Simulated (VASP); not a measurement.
# Co2Cl with TPSS + D3(BJ): from relaxation to properties, part 3 of 4

Wanted: the relaxed cell of Co2Cl and its properties. The cell is invented: other elements were put on sites of a known structure type. It may not be a known or stable phase. Left out of this account: 3 further runs (self-consistent run: a volume scan without its fit; self-consistent run: a spoilt try).

VASP 6.6.1, plane waves and PAW; the level of theory is named at each step.

Still holding for the runs below: The magnetic state follows from one typed start and may not be the lowest. The k-mesh is coarse for a metal.

So far. Step 2 (Rough relaxation of the start cell): It ends with a largest force of 0.020 eV/Å and a pressure of 0.21 GPa. Step 3 (Relaxing cell and atoms (TPSS + D3(BJ))): It ends with a largest force of 0.004 eV/Å and a pressure of 0.06 GPa. The relaxed cell has a = 2.748, c = 5.633 Å (conventional setting).

**4. Single point with fields (TPSS + D3(BJ))**

Level of this step: TPSS with D3(BJ), spin-polarised from an antiferromagnetic start; plane waves and PAW (Co, Cl); invented cell (VASP).

The relaxed cell gets a fresh self-consistent run, on a basis set for its own volume, to fix the density and to check the remaining stress.

Input file INCAR:

```
SYSTEM = Co2Cl
PREC = Accurate
ENCUT = 400
EDIFF = 1E-06
NELM = 100
ISMEAR = -1
SIGMA = 0.05
LREAL = .FALSE.
ALGO = Normal
METAGGA = TPSS
IVDW = 12
LASPH = .TRUE.
NBANDS = 20
ISPIN = 2
MAGMOM = 2 -2 0
LMAXMIX = 4
LORBIT = 11
LWAVE = .FALSE.
LCHARG = .TRUE.
ISIF = 2
LELF = .TRUE.
LVHAR = .TRUE.
```

Input file POSCAR:

```
Co2Cl
1.0
    2.7475876590      0.0000000000      0.0000000000
    0.0000000000      2.7475876590      0.0000000000
    0.0000000000      0.0000000000      5.6325557238
Co Cl
2 1
Direct
    0.5000000000      0.5000000000      0.7048318973
    0.5000000000      0.5000000000      0.2951681027
    0.0000000000      0.0000000000      0.0000000000
```

Input file KPOINTS:

```
Automatic mesh
0
Gamma
8 8 4
0 0 0
```

Potentials, in the order of the species: Co and Cl (PBE family, release 64).

Started as:

```
> mpirun -np 1 vasp_std
```

The program printed:

```text
[... set-up lines as in an earlier step ...]
 entering main loop
       N       E                     dE             d eps       ncg     rms          rms(c)
DAV:   1     0.144883569225E+03    0.14488E+03   -0.99243E+03  3644   0.130E+03
DAV:   2    -0.146599184224E+02   -0.15954E+03   -0.15167E+03  3916   0.325E+02
DAV:   3    -0.309655238895E+02   -0.16306E+02   -0.15493E+02  4404   0.114E+02
DAV:   4    -0.318538641856E+02   -0.88834E+00   -0.88037E+00  4844   0.292E+01
DAV:   5    -0.318988436775E+02   -0.44979E-01   -0.44941E-01  5596   0.618E+00    0.223E+01
DAV:   6    -0.364136631678E+02   -0.45148E+01   -0.95677E+01  4120   0.135E+02    0.198E+01
DAV:   7    -0.339567126450E+02    0.24570E+01   -0.24141E+01  4364   0.653E+01    0.714E+00
DAV:   8    -0.340274307056E+02   -0.70718E-01   -0.99708E-01  4368   0.802E+00    0.547E+00
DAV:   9    -0.340177924030E+02    0.96383E-02   -0.17496E-01  5252   0.438E+00    0.212E+00
DAV:  10    -0.340209952033E+02   -0.32028E-02   -0.39208E-02  4516   0.171E+00    0.698E-01
DAV:  11    -0.340169485790E+02    0.40466E-02   -0.97539E-03  4888   0.103E+00    0.355E-01
DAV:  12    -0.340175763233E+02   -0.62774E-03   -0.27286E-03  4444   0.559E-01    0.193E-01
DAV:  13    -0.340180123895E+02   -0.43607E-03   -0.12185E-03  5380   0.342E-01    0.935E-02
DAV:  14    -0.340180454892E+02   -0.33100E-04   -0.28007E-04  5400   0.218E-01    0.732E-02
DAV:  15    -0.340180687945E+02   -0.23305E-04   -0.35304E-04  5188   0.288E-01    0.289E-02
DAV:  16    -0.340180899661E+02   -0.21172E-04   -0.46659E-05  4624   0.639E-02    0.188E-02
DAV:  17    -0.340180809833E+02    0.89828E-05   -0.12429E-05  4388   0.688E-02    0.915E-03
DAV:  18    -0.340180832277E+02   -0.22445E-05   -0.34971E-06  2152   0.159E-02    0.487E-03
DAV:  19    -0.340180837686E+02   -0.54090E-06   -0.16070E-06  2004   0.129E-02
   1 F= -.35588583E+02 E0= -.35566098E+02  d E =-.449706E-01  mag=    -0.0000
```

The job ended after 4.5 min (1 MPI rank of Intel Xeon Platinum 8488C (Sapphire Rapids), shared host; peak memory 0.18 GiB).

From OUTCAR (step 4):

```text
  LATTYP: Found a simple tetragonal cell.
 ALAT       =     2.7475876590
 C/A-ratio  =     2.0500003723

The static configuration has the point symmetry D_4h.

 Found     45 irreducible k-points:

   NELECT =      25.0000    total number of electrons

 E-fermi :   8.4105

 spin component 1
 k-point     1 :       0.0000    0.0000    0.0000
  band No.  band energies     occupation
    ...
      8       6.0384      1.00000
      9       6.2368      1.00000
     10       6.5069      1.00000
     11       6.5069      1.00000
     12       6.8336      1.00000
     13       8.8174      0.00029
     14       8.8174      0.00029
     15       8.9708      0.00001
     16      13.3252      0.00000
     17      13.7065      0.00000
    ...

 k-point     2 :       0.1250    0.0000    0.0000
  band No.  band energies     occupation
    ...
      8       5.9429      1.00000
      9       6.1097      1.00000
     10       6.4168      1.00000
     11       6.5600      1.00000
     12       6.9367      1.00000
     13       8.6417      0.00972
     14       8.7658      0.00082
     15       8.9473      0.00002
     16      13.5379      0.00000
     17      14.1754      0.00000
    ...

 k-point     3 :       0.2500    0.0000    0.0000
  band No.  band energies     occupation
    ...
      8       5.7871      1.00000
      9       5.9038      1.00000
     10       6.6054      1.00000
     11       6.6137      1.00000
     12       7.2649      1.00000
     13       8.4688      0.23763
     14       8.6350      0.01109
     15       8.9015      0.00005
     16      12.8079      0.00000
     17      15.0955      0.00000
    ...

 k-point     4 :       0.3750    0.0000    0.0000
  band No.  band energies     occupation
    ...
      8       5.8572      1.00000
      9       6.0208      1.00000
     10       6.5967      1.00000
     11       7.3049      1.00000
     12       7.7113      1.00000
     13       8.5692      0.04020
     14       8.5782      0.03380
     15       8.7973      0.00044
     16      11.4989      0.00000
     17      12.5508      0.00000
    ...

 Edisp (eV)   -1.57050

  Total       0.01566     0.01566    -0.01496     0.00000     0.00000     0.00000
  in kB       0.59001     0.59001    -0.56386     0.00000     0.00000     0.00000
  external pressure =        0.21 kB  Pullay stress =        0.00 kB

  energy-cutoff  :      400.00
  volume of cell :       42.52
      direct lattice vectors                 reciprocal lattice vectors
     2.747587659  0.000000000  0.000000000     0.363955631  0.000000000  0.000000000
     0.000000000  2.747587659  0.000000000     0.000000000  0.363955631  0.000000000
     0.000000000  0.000000000  5.632555724     0.000000000  0.000000000  0.177539300

 POSITION                                       TOTAL-FORCE (eV/Angst)
 -----------------------------------------------------------------------------------
      1.37379      1.37379      3.97000         0.000000      0.000000      0.004437
      1.37379      1.37379      1.66255         0.000000      0.000000     -0.004437
      0.00000      0.00000      0.00000         0.000000     -0.000000      0.000000
 -----------------------------------------------------------------------------------
    total drift:                                0.000000      0.000000     -0.000000

  FREE ENERGIE OF THE ION-ELECTRON SYSTEM (eV)
  ---------------------------------------------------
  free  energy   TOTEN  =       -35.5885831932 eV

  energy  without entropy=      -35.5436125684  energy(sigma->0) =      -35.56609788

 magnetization (x)
# of ion       s       p       d       tot
------------------------------------------
    1        0.011   0.008   1.855   1.874
    2       -0.011  -0.008  -1.855  -1.874
    3        0.000   0.000   0.000   0.000
--------------------------------------------------
tot          0.000   0.000   0.000   0.000

[... 7 parts as in an earlier step ...]

[... 4 further parts left out ...]
```

With spin, VASP writes an ELF for each channel.

This step gave:

| Quantity | Value |
| --- | --- |
| SCF cycles | 19 |
| pressure | 0.02054 GPa |

Valence electrons inside each PAW sphere by angular momentum. Sphere charges, by row:

```csv
atom,s (e),p (e),d (e),tot (e)
Co1,0.356,0.287,7.232,7.875
Co2,0.356,0.287,7.232,7.875
Cl3,1.614,3.465,0,5.079
```

Spin density in the ac plane at fractional y = 0.500, with atoms of Co within 0.2 Å of it.

Values in e/Å³, 24 rows by 14 columns, each cell a mean:
```
 0.0  0.0  0.0  0.0  0.0  0.0  0.0  0.0  0.0  0.0  0.0  0.0  0.0  0.0
 0.0  0.0  0.0  0.0  0.0  0.0  0.0  0.0  0.0  0.0  0.0  0.0  0.0  0.0
 0.0  0.0  0.0  0.0  0.0  0.0  0.0  0.0  0.0  0.0  0.0  0.0  0.0  0.0
 0.0  0.0  0.0  0.0  0.1  0.1  0.1  0.1  0.1  0.1  0.1  0.0  0.0  0.0
 0.0  0.0  0.0  0.1  0.3  0.6  0.7  0.7  0.7  0.6  0.3  0.1  0.0  0.0
 0.0  0.0  0.0  0.1  0.4  1.2  1.8  2.0  1.8  1.2  0.4  0.1  0.0  0.0
 0.0  0.0  0.0  0.0  0.4  1.3  2.3  2.7  2.3  1.3  0.4  0.0  0.0  0.0
 0.0  0.0  0.0  0.1  0.4  1.3  2.0  2.3  2.0  1.3  0.4  0.1  0.0  0.0
 0.0  0.0  0.0  0.1  0.3  0.8  1.1  1.2  1.1  0.8  0.3  0.1  0.0  0.0
 0.0  0.0  0.0  0.0  0.1  0.3  0.3  0.2  0.3  0.3  0.1  0.0  0.0  0.0
 0.0  0.0  0.0  0.0  0.0  0.0  0.0  0.0  0.0  0.0  0.0  0.0  0.0  0.0
 0.0  0.0  0.0  0.0  0.0  0.0  0.0  0.0  0.0  0.0  0.0  0.0  0.0  0.0
 0.0  0.0  0.0  0.0  0.0  0.0  0.0  0.0  0.0  0.0  0.0  0.0  0.0  0.0
 0.0  0.0  0.0  0.0 -0.1 -0.2 -0.2 -0.1 -0.2 -0.2 -0.1  0.0  0.0  0.0
 0.0  0.0  0.0 -0.1 -0.3 -0.7 -0.9 -1.0 -0.9 -0.7 -0.3 -0.1  0.0  0.0
 0.0  0.0  0.0 -0.1 -0.4 -1.2 -1.9 -2.2 -1.9 -1.2 -0.4 -0.1  0.0  0.0
 0.0  0.0  0.0  0.0 -0.4 -1.3 -2.3 -2.7 -2.3 -1.3 -0.4  0.0  0.0  0.0
 0.0  0.0  0.0 -0.1 -0.4 -1.2 -1.9 -2.1 -1.9 -1.2 -0.4 -0.1  0.0  0.0
 0.0  0.0  0.0 -0.1 -0.3 -0.7 -1.0 -1.0 -1.0 -0.7 -0.3 -0.1  0.0  0.0
 0.0  0.0  0.0  0.0 -0.1 -0.2 -0.2 -0.1 -0.2 -0.2 -0.1  0.0  0.0  0.0
 0.0  0.0  0.0  0.0  0.0  0.0  0.0  0.0  0.0  0.0  0.0  0.0  0.0  0.0
 0.0  0.0  0.0  0.0  0.0  0.0  0.0  0.0  0.0  0.0  0.0  0.0  0.0  0.0
 0.0  0.0  0.0  0.0  0.0  0.0  0.0  0.0  0.0  0.0  0.0  0.0  0.0  0.0
 0.0  0.0  0.0  0.0  0.0  0.0  0.0  0.0  0.0  0.0  0.0  0.0  0.0  0.0
```
Columns run along a (2.7 Å), rows up along c (5.6 Å). Atoms in or near the plane, at fractional coordinates: Co at (0.50, 0.70), Co at (0.50, 0.30).

Electrostatic potential energy in the ac plane at fractional y = 0.500, with atoms of Co within 0.2 Å of it. With pseudopotentials it is smooth inside the atoms' cores, unlike the true potential.

Ten even steps from '0' (-98 eV) to '9' (2 eV):
```
99999999999999
99999999999999
99999999999999
99999988899999
99998877788999
99988643468899
99986310136899
99985200025899
99985100015899
99986300036899
99988643468899
99998877788999
99999988899999
99999999999999
99999999999999
99999988899999
99998877788999
99988643468899
99986300036899
99985100015899
99985200025899
99986310136899
99988643468899
99998877788999
99999988899999
99999999999999
99999999999999
99999999999999
99999999999999
```
Columns run along a (2.7 Å; values clipped at the 3rd and 97th percentile), rows up along c (5.6 Å). Atoms in or near the plane, at fractional coordinates: Co at (0.50, 0.70), Co at (0.50, 0.30).

Valence density in the ac plane at fractional y = 0.500, with atoms of Co within 0.2 Å of it. It is the smooth field of the valence electrons, not physical close to the nuclei.

Values in e/Å³, 24 rows by 14 columns, each cell a mean:
```
0.2 0.2 0.2 0.2 0.2 0.1 0.1 0.1 0.1 0.1 0.2 0.2 0.2 0.2
0.2 0.2 0.2 0.2 0.2 0.2 0.2 0.2 0.2 0.2 0.2 0.2 0.2 0.2
0.2 0.2 0.2 0.2 0.2 0.3 0.4 0.4 0.4 0.3 0.2 0.2 0.2 0.2
0.2 0.2 0.2 0.2 0.4 0.7 1.2 1.4 1.2 0.7 0.4 0.2 0.2 0.2
0.2 0.2 0.2 0.4 0.9 1.9 3.3 3.9 3.3 1.9 0.9 0.4 0.2 0.2
0.2 0.2 0.3 0.7 2.0 4.1 6.4 7.5 6.4 4.1 2.0 0.7 0.3 0.2
0.2 0.2 0.4 1.0 2.7 5.4 8.1 9.3 8.1 5.4 2.7 1.0 0.4 0.2
0.2 0.2 0.3 0.9 2.3 4.6 7.1 8.2 7.1 4.6 2.3 0.9 0.3 0.2
0.2 0.2 0.3 0.5 1.3 2.7 4.4 5.2 4.4 2.7 1.3 0.5 0.3 0.2
0.2 0.2 0.2 0.3 0.5 1.1 1.8 2.2 1.8 1.1 0.5 0.3 0.2 0.2
0.1 0.1 0.2 0.2 0.3 0.4 0.6 0.7 0.6 0.4 0.3 0.2 0.2 0.1
0.1 0.1 0.2 0.2 0.3 0.3 0.4 0.5 0.4 0.3 0.3 0.2 0.2 0.1
0.1 0.1 0.2 0.2 0.3 0.4 0.6 0.6 0.6 0.4 0.3 0.2 0.2 0.1
0.2 0.2 0.2 0.3 0.4 0.9 1.4 1.7 1.4 0.9 0.4 0.3 0.2 0.2
0.2 0.2 0.3 0.4 1.1 2.3 3.8 4.5 3.8 2.3 1.1 0.4 0.3 0.2
0.2 0.2 0.3 0.8 2.2 4.4 6.7 7.8 6.7 4.4 2.2 0.8 0.3 0.2
0.2 0.2 0.4 1.0 2.7 5.4 8.1 9.3 8.1 5.4 2.7 1.0 0.4 0.2
0.2 0.2 0.3 0.8 2.2 4.4 6.8 7.9 6.8 4.4 2.2 0.8 0.3 0.2
0.2 0.2 0.3 0.4 1.1 2.4 4.0 4.7 4.0 2.4 1.1 0.4 0.3 0.2
0.2 0.2 0.2 0.3 0.4 0.8 1.4 1.7 1.4 0.8 0.4 0.3 0.2 0.2
0.2 0.2 0.2 0.2 0.2 0.3 0.4 0.5 0.4 0.3 0.2 0.2 0.2 0.2
0.2 0.2 0.2 0.2 0.2 0.2 0.2 0.2 0.2 0.2 0.2 0.2 0.2 0.2
0.2 0.2 0.2 0.2 0.2 0.1 0.1 0.1 0.1 0.1 0.2 0.2 0.2 0.2
0.2 0.2 0.2 0.2 0.1 0.1 0.1 0.1 0.1 0.1 0.1 0.2 0.2 0.2
```
Columns run along a (2.7 Å), rows up along c (5.6 Å). Atoms in or near the plane, at fractional coordinates: Co at (0.50, 0.70), Co at (0.50, 0.30).

In this run the pressure is 0.02 GPa, small enough to go on.

**5. Bands along the symmetry lines (TPSS + D3(BJ))**

Levels along the symmetry lines show where the bands peak and cross; KPOINTS_OPT computes them in the converged potential.

Input file INCAR:

```
SYSTEM = Co2Cl
PREC = Accurate
ENCUT = 400
EDIFF = 1E-06
NELM = 100
ISMEAR = -1
SIGMA = 0.05
LREAL = .FALSE.
ALGO = Normal
METAGGA = TPSS
IVDW = 12
LASPH = .TRUE.
NBANDS = 27
ISPIN = 2
MAGMOM = 1.874 -1.874 0
LMAXMIX = 4
LORBIT = 11
LWAVE = .FALSE.
LCHARG = .FALSE.
```

POSCAR is that of step 4.

KPOINTS is that of step 4.

Input file KPOINTS_OPT:

```
Line mode
16
Line-mode
Reciprocal
  0.00000000   0.00000000   0.00000000 GAMMA
  0.00000000   0.50000000   0.00000000 X

  0.00000000   0.50000000   0.00000000 X
  0.50000000   0.50000000   0.00000000 M

  0.50000000   0.50000000   0.00000000 M
  0.00000000   0.00000000   0.00000000 GAMMA

  0.00000000   0.00000000   0.00000000 GAMMA
  0.00000000   0.00000000   0.50000000 Z

  0.00000000   0.00000000   0.50000000 Z
  0.00000000   0.50000000   0.50000000 R

  0.00000000   0.50000000   0.50000000 R
  0.50000000   0.50000000   0.50000000 A

  0.50000000   0.50000000   0.50000000 A
  0.00000000   0.00000000   0.50000000 Z

  0.00000000   0.50000000   0.00000000 X
  0.00000000   0.50000000   0.50000000 R

  0.50000000   0.50000000   0.00000000 M
  0.50000000   0.50000000   0.50000000 A
```

Started as:

```
> mpirun -np 1 vasp_std
```

The program printed:

```text
[... set-up lines as in an earlier step ...]
 entering main loop
       N       E                     dE             d eps       ncg     rms          rms(c)
DAV:   1     0.150268692299E+03    0.15027E+03   -0.92664E+03  4943   0.960E+02
DAV:   2    -0.130789405969E+02   -0.16335E+03   -0.14989E+03  5335   0.265E+02
DAV:   3    -0.309804542292E+02   -0.17902E+02   -0.17026E+02  6026   0.947E+01
DAV:   4    -0.316156539853E+02   -0.63520E+00   -0.63131E+00  6411   0.197E+01
DAV:   5    -0.316480935360E+02   -0.32440E-01   -0.32427E-01  7446   0.425E+00    0.221E+01
DAV:   6    -0.360721070007E+02   -0.44240E+01   -0.61202E+01  5720   0.919E+01    0.190E+01
DAV:   7    -0.339684406086E+02    0.21037E+01   -0.21090E+01  6070   0.483E+01    0.705E+00
DAV:   8    -0.340161845912E+02   -0.47744E-01   -0.88038E-01  5924   0.631E+00    0.518E+00
DAV:   9    -0.340183033124E+02   -0.21187E-02   -0.12833E-01  7421   0.332E+00    0.187E+00
DAV:  10    -0.340202321105E+02   -0.19288E-02   -0.30502E-02  6051   0.114E+00    0.628E-01
DAV:  11    -0.340168119899E+02    0.34201E-02   -0.67073E-03  6708   0.674E-01    0.313E-01
DAV:  12    -0.340176650950E+02   -0.85311E-03   -0.24627E-03  6492   0.391E-01    0.172E-01
DAV:  13    -0.340180071903E+02   -0.34210E-03   -0.87319E-04  7144   0.192E-01    0.101E-01
DAV:  14    -0.340180336116E+02   -0.26421E-04   -0.22291E-04  7301   0.160E-01    0.732E-02
DAV:  15    -0.340180686256E+02   -0.35014E-04   -0.30509E-04  6733   0.205E-01    0.315E-02
DAV:  16    -0.340180891170E+02   -0.20491E-04   -0.40749E-05  6441   0.478E-02    0.206E-02
DAV:  17    -0.340180814106E+02    0.77065E-05   -0.96455E-06  5825   0.468E-02    0.108E-02
DAV:  18    -0.340180838153E+02   -0.24047E-05   -0.42283E-06  2850   0.143E-02    0.592E-03
DAV:  19    -0.340180840545E+02   -0.23919E-06   -0.12256E-06  2721   0.890E-03
   1 F= -.35588583E+02 E0= -.35566100E+02  d E =-.449674E-01  mag=    -0.0000
 Start KPOINTS_OPT (optional k-point list driver)
k-point batch [1-45\144]
       N       E                     dE             ncg
DAV:   1     0.110342066450E+05   -0.19155E+05     4924
DAV:   2     0.465914134798E+04   -0.63751E+04     5010
DAV:   3     0.419174037530E+04   -0.46740E+03     5847
DAV:   4     0.418255483721E+04   -0.91855E+01     5606
DAV:   5     0.418225932166E+04   -0.29552E+00     6676
DAV:   6     0.418225027075E+04   -0.90509E-02     6164
DAV:   7     0.418225016953E+04   -0.10121E-03     6778
DAV:   8     0.418225016895E+04   -0.58684E-06     4230
[...]
k-point batch [136-144\144]
       N       E                     dE             ncg
DAV:   1     0.303784138262E+05   -0.77549E+04     1004
DAV:   2     0.291556958923E+05   -0.12227E+04     1005
DAV:   3     0.290663135637E+05   -0.89382E+02     1039
DAV:   4     0.290645958934E+05   -0.17177E+01     1074
DAV:   5     0.290645384717E+05   -0.57422E-01     1234
DAV:   6     0.290645362197E+05   -0.22520E-02     1298
DAV:   7     0.290645361989E+05   -0.20798E-04     1261
DAV:   8     0.290645361988E+05   -0.13459E-06      818
```

It took 11 min on 1 MPI rank; peak memory 0.23 GiB.

OUTCAR, selected parts (step 5):

```text
   k-points           NKPTS =     45   k-points in BZ     NKDIM =     45   number of bands    NBANDS=     27

   NELECT =      25.0000    total number of electrons

 E-fermi :   8.4105

 spin component 1
 k-point     1 :       0.0000    0.0000    0.0000
  band No.  band energies     occupation
    ...
      8       6.0383      1.00000
      9       6.2366      1.00000
     10       6.5069      1.00000
     11       6.5069      1.00000
     12       6.8336      1.00000
     13       8.8174      0.00029
     14       8.8174      0.00029
     15       8.9708      0.00001
     16      13.3252      0.00000
     17      13.7065      0.00000
    ...

 k-point     2 :       0.1250    0.0000    0.0000
  band No.  band energies     occupation
    ...
      8       5.9428      1.00000
      9       6.1095      1.00000
     10       6.4167      1.00000
     11       6.5599      1.00000
     12       6.9366      1.00000
     13       8.6417      0.00972
     14       8.7659      0.00082
     15       8.9474      0.00002
     16      13.5379      0.00000
     17      14.1755      0.00000
    ...

 Edisp (eV)   -1.57050

  Total       0.01916     0.01916    -0.01198     0.00000     0.00000    -0.00000
  in kB       0.72211     0.72211    -0.45141     0.00000     0.00000    -0.00000
  external pressure =        0.33 kB  Pullay stress =        0.00 kB

 POSITION                                       TOTAL-FORCE (eV/Angst)
 -----------------------------------------------------------------------------------
      1.37379      1.37379      3.97000         0.000000      0.000000      0.004461
      1.37379      1.37379      1.66255        -0.000000      0.000000     -0.004461
      0.00000      0.00000      0.00000         0.000000      0.000000      0.000000
 -----------------------------------------------------------------------------------
    total drift:                                0.000000      0.000000     -0.000000

  FREE ENERGIE OF THE ION-ELECTRON SYSTEM (eV)
  ---------------------------------------------------
  free  energy   TOTEN  =       -35.5885834791 eV

  energy  without entropy=      -35.5436161268  energy(sigma->0) =      -35.56609980

[... 9 parts as in an earlier step ...]

[... 8 further parts left out ...]
```

This step gave:

* bands: 27
* pressure: 0.03309 GPa

Both spin channels agree. The electronic bands at the labelled points (eV, zero at the Fermi level; # counts the bands kept, so #1 is VASP's band 2):

```csv
point,#8,#9,#10,#11,#12,#13,#14,#15
Γ,-2.17,-1.90,-1.90,-1.58,0.41,0.41,0.56,4.91
0.47 of the way,-2.48,-1.84,-1.81,-1.20,0.07,0.24,0.50,4.55
X,-2.22,-1.84,-0.52,-0.45,0.24,0.24,1.27,1.66
0.53 of the way,-2.04,-1.15,-1.04,-0.44,-0.26,0.30,2.79,3.23
M,-1.08,-0.78,-0.78,-0.46,-0.10,0.03,2.00,4.65
0.47 of the way,-2.26,-1.60,-1.14,-0.91,-0.06,0.09,0.45,3.93
Γ,-2.17,-1.90,-1.90,-1.58,0.41,0.41,0.56,4.91
0.47 of the way,-2.17,-2.02,-2.02,-1.80,0.52,0.52,0.56,2.93
Z,-2.35,-2.17,-2.16,-2.16,0.56,0.65,0.65,1.59
0.47 of the way,-2.34,-1.98,-1.73,-1.23,0.22,0.47,0.64,2.70
R,-2.14,-1.91,-0.71,-0.45,0.18,0.28,1.27,3.72
0.47 of the way,-2.52,-1.52,-0.73,-0.28,-0.08,0.04,1.42,3.21
A,-1.65,-1.08,-0.29,0.03,0.10,0.10,2.23,2.23
0.47 of the way,-2.33,-1.58,-1.24,-0.83,-0.38,0.34,1.00,3.87
Z,-2.35,-2.17,-2.16,-2.16,0.56,0.65,0.65,1.59
jump to X,-2.22,-1.84,-0.52,-0.45,0.24,0.24,1.27,1.66
0.47 of the way,-2.14,-1.87,-0.59,-0.49,0.21,0.26,1.39,1.95
R,-2.14,-1.91,-0.71,-0.45,0.18,0.28,1.27,3.72
jump to M,-1.08,-0.78,-0.78,-0.46,-0.10,0.03,2.00,4.65
0.47 of the way,-1.08,-0.92,-0.44,-0.44,-0.18,0.03,2.16,3.25
A,-1.65,-1.08,-0.29,0.03,0.10,0.10,2.23,2.23
```

Of the projections kept (Co, Cl), the largest for each band there; the rest of the weight can lie on other orbitals:

```csv
point,#8,#9,#10,#11,#12,#13,#14,#15
Γ,Co 1.00,Co 0.75,Co 0.75,Co 0.93,Co 0.94,Co 0.94,Co 1.00,Co 0.64
X,Co 0.95,Co 0.56,Co 1.00,Co 0.95,Co 0.88,Co 1.00,Co 0.90,Co 0.99
M,Co 1.00,Co 0.99,Co 0.99,Co 1.00,Co 0.80,Co 1.00,Co 1.00,Co 1.00
Γ,Co 1.00,Co 0.75,Co 0.75,Co 0.93,Co 0.94,Co 0.94,Co 1.00,Co 0.64
Z,Co 0.88,Co 1.00,Co 0.82,Co 0.82,Co 1.00,Co 0.91,Co 0.91,Co 0.80
R,Co 0.99,Co 0.56,Co 0.97,Co 0.98,Co 1.00,Co 0.87,Co 1.00,Co 0.70
```

There is no gap at this level.

Of the bands kept, 3 cross the Fermi level on this path.

(Part 3 of 4 ends here.)

[Lines on the potential files, build, host, timing and source positions are cut from VASP's logs without a mark.]

[Logs are printed without paths, hosts, clocks, repeated set-up lines and the standing remarks that a program may print on its own settings, such as how far it seeks lower states.]

[Hosts, paths, dates, database ids (printed as entryN), source tags and the programs' standing remarks are cut or masked in the printed files.]

[A measured line is paired with the nearest computed mode of its activity, which favours agreement.]
